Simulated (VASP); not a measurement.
This VASP 6.6.1 run on VW2C3 needs a look.

Contents of INCAR:

```
  PREC = Accurate
  ENCUT = 900
  EDIFF = 1E-6
  ISMEAR = 1
  SIGMA = 3.0
  LREAL = F
  LASPH = T
  NELM = 98
  ALGO = Normal
  ISIF = 2
  LWAVE = F
  LCHARG = F
  ISPIN = 2
  MAGMOM = 0 0 2 0 0 0
  LORBIT = 11
  LMAXMIX = 4
  GGA = PE
  NBANDS = 40
```

Contents of KPOINTS:

```
regular mesh
0
Gamma
  8 8 8
```

The input POSCAR:

```
VW2C3
1.0
   -1.5244850000      2.1619300000      4.5850290000
    1.5244850000     -2.1619300000      4.5850290000
    1.5244850000      2.1619300000     -4.5850290000
W V C
2 1 3
Direct
    0.8340170000      0.3340170000      0.5000000000
    0.1659830000      0.6659830000      0.5000000000
    0.5000000000      0.0000000000      0.5000000000
    0.3390390000      0.3390390000      0.0000000000
    0.6609610000      0.6609610000      0.0000000000
    0.0000000000      0.0000000000      0.0000000000
```

The input KPOINTS_OPT:

```
path GXLTWRX1ZGYSW,L1Y,Y1Z
10
line-mode
reciprocal
 0.0000000000  0.0000000000  0.0000000000  G
-0.2776377158  0.2776377158  0.2776377158  X

-0.2776377158  0.2776377158  0.2776377158  X
-0.4720550859  0.4720550859  0.0832203456  L

-0.4720550859  0.4720550859  0.0832203456  L
-0.5000000000  0.5000000000  0.0000000000  T

-0.5000000000  0.5000000000  0.0000000000  T
-0.7500000000  0.2500000000  0.2500000000  W

-0.7500000000  0.2500000000  0.2500000000  W
-0.5000000000  0.0000000000  0.5000000000  R

-0.5000000000  0.0000000000  0.5000000000  R
-0.7223622842 -0.2776377158  0.7223622842  X1

-0.7223622842 -0.2776377158  0.7223622842  X1
-0.5000000000 -0.5000000000  0.5000000000  Z

-0.5000000000 -0.5000000000  0.5000000000  Z
 0.0000000000  0.0000000000  0.0000000000  G

 0.0000000000  0.0000000000  0.0000000000  G
-0.3055826298  0.3055826298 -0.3055826298  Y

-0.3055826298  0.3055826298 -0.3055826298  Y
-0.5000000000  0.0000000000  0.0000000000  S

-0.5000000000  0.0000000000  0.0000000000  S
-0.7500000000  0.2500000000  0.2500000000  W

-0.5279449141  0.5279449141 -0.0832203456  L1
-0.3055826298  0.3055826298 -0.3055826298  Y

-0.6944173702 -0.3055826298  0.3055826298  Y1
-0.5000000000 -0.5000000000  0.5000000000  Z
```

Potentials or basis: VASP PAW PBE potentials, release 64 (W_sv, V_sv, C).

Launch:

```sh
$ cat potpaw_PBE.64/W_sv/POTCAR potpaw_PBE.64/V_sv/POTCAR potpaw_PBE.64/C/POTCAR > POTCAR
$ mpirun -np 1 vasp_std > vasp.out
```

OUTCAR:

```text
PREC = Accurate
   ENCUT = 900
   EDIFF = 1E-6
   ISMEAR = 1
   LREAL = F
   LASPH = T
   NELM = 98
   ISIF = 2
   ISPIN = 2
   LORBIT = 11
   GGA = PE

 ion  position               nearest neighbor table
   1  0.834  0.334  0.500-   6 2.15   6 2.15   4 2.16   4 2.16   5 2.20   5 2.20   2 3.04   3 3.05
                             3 3.05   3 3.05   3 3.05   2 3.06   2 3.06   2 3.06   2 3.06   3 3.06
   2  0.166  0.666  0.500-   6 2.15   6 2.15   5 2.16   5 2.16   4 2.20   4 2.20   1 3.04   3 3.05
                             3 3.05   3 3.05   3 3.05   1 3.06   1 3.06   1 3.06   1 3.06   3 3.06
[... 248 lines left out ...]
  in kB    -1947.5619268  -1949.8712317  -1943.4082750      0.0000000      0.0000000      0.0000000
  external PRESSURE =   -1946.9471445 kB  Pullay stress =       0.0000000 kB

 VOLUME and BASIS-vectors are now :
 -----------------------------------------------------------------------------
  energy-cutoff  :      900.00
  volume of cell :       60.45
      direct lattice vectors                 reciprocal lattice vectors
    -1.524485000  2.161930000  4.585029000     0.000000000  0.231274833  0.109050564
     1.524485000 -2.161930000  4.585029000     0.327979613  0.000000000  0.109050564
     1.524485000  2.161930000 -4.585029000     0.327979613  0.231274833  0.000000000

 POSITION                                       TOTAL-FORCE (eV/Angst)
 -----------------------------------------------------------------------------------
      0.00000      2.16193      3.06296         0.000000     -0.000000     -0.346404
      1.52449      0.00000      1.52207        -0.000000     -0.000000      0.346404
      0.00000      2.16193      0.00000        -0.000000     -0.000000      0.000000
      0.00000      0.00000      3.10901         0.000000      0.000000     -0.269843
      0.00000      0.00000      6.06105        -0.000000     -0.000000      0.269843
      0.00000      0.00000      0.00000        -0.000000     -0.000000      0.000000
 -----------------------------------------------------------------------------------
    total drift:                               -0.000000     -0.000000      0.000000

  FREE ENERGIE OF THE ION-ELECTRON SYSTEM (eV)
  ---------------------------------------------------
  free  energy   TOTEN  =       -74.8094093043 eV

  energy  without entropy=      -75.0075702406  energy(sigma->0) =      -74.87546295
```

On the terminal:

```text
POSCAR found type information on POSCAR W V C
 POSCAR found :  3 types and       6 ions
[... 28 lines left out ...]
 Start KPOINTS_OPT (optional k-point list driver)
k-point batch [1-95\130]
```

Question: What happened, and what is wrong with the input?

Answer: The calculation hadn't finished when its time ran out. The input holds a flaw that was put in on purpose: smearing far too wide (ISMEAR = 1; SIGMA = 3).
